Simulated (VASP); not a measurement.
Output of a VASP run:

OSZICAR:
```
       N       E                     dE             d eps       ncg     rms          rms(c)
DAV:   1     0.163794877995E+03    0.16379E+03   -0.11635E+04   616   0.896E+02
DAV:   2    -0.139072502165E+02   -0.17770E+03   -0.17447E+03   870   0.200E+02
DAV:   3    -0.259755638708E+02   -0.12068E+02   -0.12016E+02   736   0.606E+01
DAV:   4    -0.262371039174E+02   -0.26154E+00   -0.26072E+00   870   0.966E+00
DAV:   5    -0.262420824828E+02   -0.49786E-02   -0.49750E-02   768   0.135E+00    0.241E+01
DAV:   6    -0.260467366579E+02    0.19535E+00   -0.11830E-01   814   0.182E+00    0.145E+01
DAV:   7    -0.259704034321E+02    0.76333E-01   -0.22850E-01   814   0.251E+00    0.363E-01
DAV:   8    -0.259699224140E+02    0.48102E-03   -0.12528E-02   772   0.694E-01    0.180E-01
DAV:   9    -0.259699933756E+02   -0.70962E-04   -0.63918E-04   826   0.137E-01    0.794E-02
DAV:  10    -0.259700523525E+02   -0.58977E-04   -0.66183E-05   844   0.490E-02    0.155E-02
DAV:  11    -0.259700625308E+02   -0.10178E-04   -0.56428E-06   776   0.149E-02    0.610E-03
DAV:  12    -0.259700664491E+02   -0.39183E-05   -0.49026E-06   772   0.132E-02    0.577E-03
DAV:  13    -0.259700664441E+02    0.49095E-08   -0.11922E-07   536   0.214E-03
   1 F= -.25970066E+02 E0= -.25969602E+02  d E =-.928821E-03
```

### OUTCAR
```
------------------------ aborting loop because EDIFF is reached ----------------------------------------
  FORCE on cell =-STRESS in cart. coord.  units (eV):
  Direction    XX          YY          ZZ          XY          YZ          ZX
  --------------------------------------------------------------------------------------
  Total       -3.2765967     -3.2765964     -1.8418604      0.0000000     -0.0000008      0.0000000
  in kB      -34.2831076    -34.2831038    -19.2714282      0.0000004     -0.0000088      0.0000000
  external PRESSURE =     -29.2792132 kB  Pullay stress =       0.0000000 kB
  volume of cell :      153.13
      direct lattice vectors                 reciprocal lattice vectors
     5.513394000  3.183160000  1.454202000     0.090688240  0.052358883  0.229220767
    -5.513394000  3.183160000  1.454202000    -0.090688240  0.052358883  0.229220767
     0.000000000 -6.366318000  1.454202000     0.000000000 -0.104717766  0.229220839
 POSITION                                       TOTAL-FORCE (eV/Angst)
 -----------------------------------------------------------------------------------
      0.56567     -4.56911      1.91446        -0.084008     -0.332482     -0.447448
      3.67413      2.77444      1.91446         0.329942      0.093488     -0.447448
     -4.23980      1.79467      1.91446        -0.245934      0.238994     -0.447448
     -0.56567      4.56911      2.44815         0.084008      0.332482      0.447448
     -3.67413     -2.77444      2.44815        -0.329942     -0.093488      0.447448
      4.23980     -1.79466      2.44815         0.245934     -0.238994      0.447448
 -----------------------------------------------------------------------------------
    total drift:                               -0.000000      0.000000      0.000000
  FREE ENERGIE OF THE ION-ELECTRON SYSTEM (eV)
  ---------------------------------------------------
  free  energy   TOTEN  =       -25.9700664441 eV

  energy  without entropy=      -25.9691376233  energy(sigma->0) =      -25.96960203
```
(Selected blocks of OUTCAR.)

**POSCAR**
```
S
1
    5.5133940000     3.1831600000     1.4542020000
   -5.5133940000     3.1831600000     1.4542020000
    0.0000000000    -6.3663180000     1.4542020000
S
6
Direct
  0.2509000000   0.1483000000   0.9173000000
  0.9173000000   0.2509000000   0.1483000000
  0.1483000000   0.9173000000   0.2509000000
  0.7491000000   0.8517000000   0.0827000000
  0.0827000000   0.7491000000   0.8517000000
  0.8517000000   0.0827000000   0.7491000000
```

Reconstruct the remaining input files.

One answer among several that fit: the input of the run itself, PBEsol GGA, plane waves, VASP's PBE PAW potentials (set 64).

**INCAR**
```
ALGO = Normal
EDIFF = 1E-6
ENCUT = 300
GGA = PS
ISIF = 2
ISMEAR = -1
LASPH = T
LCHARG = F
LREAL = F
LWAVE = F
NELM = 100
PREC = Accurate
SIGMA = 0.136
SYSTEM = S
```

KPOINTS:
```
Automatic mesh
0
Gamma
4 4 4
0 0 0
```

POTCAR, in this order: S (PBE.64 set). Program: vasp_std.

The structure comes from a measured S entry of the Crystallography Open Database, whose conditions weren't checked. The cell was not relaxed at this level. The run is one of a series of settings (KPOINTS 4×4×4 Γ-centred mesh against the base run), some of them coarse on purpose.
